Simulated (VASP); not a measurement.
Calculation: PBE GGA, VASP's PBE PAW potentials (set 64) (plane waves; VASP).

The input files of a VASP run:

### KPOINTS
```
K-points
0
Gamma
5 5 5
0 0 0
```

**POSCAR**
```
BaZrO3
1
    4.2365739824     0.0000000000    -0.0000000000
    0.0000000000     4.2365739824     0.0000000000
   -0.0000000000    -0.0000000000     4.2365739824
Ba Zr O
1 1 3
Direct
  0.0000000000   0.0000000000   0.0000000000
  0.5000000000   0.5000000000   0.5000000000
  0.5000000000   0.0000000000   0.5000000000
  0.0000000000   0.5000000000   0.5000000000
  0.5000000000   0.5000000000   0.0000000000
```

INCAR:
```
SYSTEM = BaZrO3
PREC = Accurate; ENCUT = 520; LREAL = .False.
LASPH = .True.
EDIFF = 1E-6; NELM = 100; ALGO = Normal
LMAXMIX = 4
ISMEAR = 0; SIGMA = 0.05
GGA = PE
IBRION = 2; NSW = 60; ISIF = 3
EDIFFG = -0.02
LWAVE = .False.; LCHARG = .False.
```

POTCAR, in this order: Ba_sv Zr_sv O (PBE.64 set). Program: vasp_std.

Output

File OSZICAR:
```
       N       E                     dE             d eps       ncg     rms          rms(c)
DAV:   1     0.331434270771E+03    0.33143E+03   -0.22392E+04   480   0.163E+03
DAV:   2    -0.285717687748E+02   -0.36001E+03   -0.35543E+03   616   0.389E+02
DAV:   3    -0.487639616590E+02   -0.20192E+02   -0.20175E+02   728   0.940E+01
DAV:   4    -0.493791971934E+02   -0.61524E+00   -0.61501E+00   672   0.125E+01
DAV:   5    -0.493926257571E+02   -0.13429E-01   -0.13428E-01   672   0.137E+00    0.285E+01
DAV:   6    -0.417872900169E+02    0.76053E+01   -0.48389E+01   576   0.442E+01    0.127E+01
DAV:   7    -0.417392367333E+02    0.48053E-01   -0.36426E+00   728   0.110E+01    0.736E+00
DAV:   8    -0.417234379791E+02    0.15799E-01   -0.36994E-01   648   0.481E+00    0.716E-01
DAV:   9    -0.417226266723E+02    0.81131E-03   -0.62444E-02   712   0.146E+00    0.490E-01
DAV:  10    -0.417245517455E+02   -0.19251E-02   -0.18626E-02   688   0.120E+00    0.292E-01
DAV:  11    -0.417240226615E+02    0.52908E-03   -0.28919E-03   632   0.470E-01    0.382E-02
DAV:  12    -0.417240791467E+02   -0.56485E-04   -0.17580E-04   624   0.103E-01    0.322E-02
DAV:  13    -0.417240810452E+02   -0.18985E-05   -0.31504E-05   720   0.395E-02    0.557E-03
DAV:  14    -0.417240815831E+02   -0.53790E-06   -0.29298E-06   592   0.139E-02
   1 F= -.41724082E+02 E0= -.41724082E+02  d E =-.417241E+02
```

File OUTCAR:
```
------------------------ aborting loop because EDIFF is reached ----------------------------------------
  FORCE on cell =-STRESS in cart. coord.  units (eV):
  Direction    XX          YY          ZZ          XY          YZ          ZX
  --------------------------------------------------------------------------------------
  Total       -0.0316605     -0.0316605     -0.0316605     -0.0000000      0.0000000     -0.0000000
  in kB       -0.6670897     -0.6670897     -0.6670897     -0.0000000      0.0000000     -0.0000000
  external PRESSURE =      -0.6670897 kB  Pullay stress =       0.0000000 kB
  volume of cell :       76.04
      direct lattice vectors                 reciprocal lattice vectors
     4.236573982  0.000000000  0.000000000     0.236039782  0.000000000  0.000000000
     0.000000000  4.236573982  0.000000000     0.000000000  0.236039782  0.000000000
     0.000000000  0.000000000  4.236573982     0.000000000  0.000000000  0.236039782
 POSITION                                       TOTAL-FORCE (eV/Angst)
 -----------------------------------------------------------------------------------
      0.00000      0.00000      0.00000         0.000000      0.000000      0.000000
      2.11829      2.11829      2.11829         0.000000      0.000000      0.000000
      2.11829      0.00000      2.11829         0.000000      0.000000      0.000000
      0.00000      2.11829      2.11829         0.000000      0.000000      0.000000
      2.11829      2.11829      0.00000         0.000000      0.000000      0.000000
 -----------------------------------------------------------------------------------
    total drift:                                0.000000     -0.000000     -0.000000
  FREE ENERGIE OF THE ION-ELECTRON SYSTEM (eV)
  ---------------------------------------------------
  free  energy   TOTEN  =       -41.7240815831 eV

  energy  without entropy=      -41.7240815831  energy(sigma->0) =      -41.72408158

 reached required accuracy - stopping structural energy minimisation
```
(Selected blocks of OUTCAR.)

File OUTCAR:
```
 val. band max:        3.4636882956   @ k =   0.4000   0.4000   0.4000

 cond. band min:       6.6789794488   @ k =   0.0000   0.0000   0.0000


 Fermi energy:         3.7421855483

 k-point     1 :       0.0000    0.0000    0.0000
  band No.  band energies     occupation
      1     -43.6595      2.00000
      2     -21.8538      2.00000
      3     -21.7780      2.00000
      4     -21.7780      2.00000
      5     -21.7780      2.00000
      6     -12.7523      2.00000
      7     -12.4528      2.00000
      8     -12.4528      2.00000
      9      -6.9833      2.00000
     10      -6.9833      2.00000
     11      -6.9833      2.00000
     12       2.0668      2.00000
     13       2.0668      2.00000
     14       2.0668      2.00000
     15       2.6239      2.00000
     16       2.6239      2.00000
     17       2.6239      2.00000
     18       3.3056      2.00000
     19       3.3056      2.00000
     20       3.3056      2.00000
     21       6.6790      0.00000
     22       6.6790      0.00000
     23       6.6790      0.00000
     24       8.1744      0.00000

 k-point     2 :       0.2000    0.0000    0.0000
  band No.  band energies     occupation
      1     -43.6585      2.00000
      2     -21.9646      2.00000
      3     -21.7760      2.00000
      4     -21.7760      2.00000
      5     -21.7241      2.00000
      6     -12.7622      2.00000
      7     -12.4450      2.00000
      8     -12.2169      2.00000
      9      -6.9618      2.00000
     10      -6.9618      2.00000
     11      -6.9237      2.00000
     12       1.4392      2.00000
     13       1.9575      2.00000
     14       1.9575      2.00000
     15       2.3036      2.00000
     16       2.3036      2.00000
     17       2.3700      2.00000
     18       2.5223      2.00000
     19       3.1917      2.00000
     20       3.1917      2.00000
     21       6.8064      0.00000
     22       7.4725      0.00000
     23       7.4725      0.00000
     24       8.7436      0.00000
...
```

Unless said otherwise, spin-orbit coupling is left out, though it shifts the bands of the heavy elements here.

The compound is BaZrO3 in the cubic perovskite structure. It was relaxed first. The start is the result of an earlier pass.
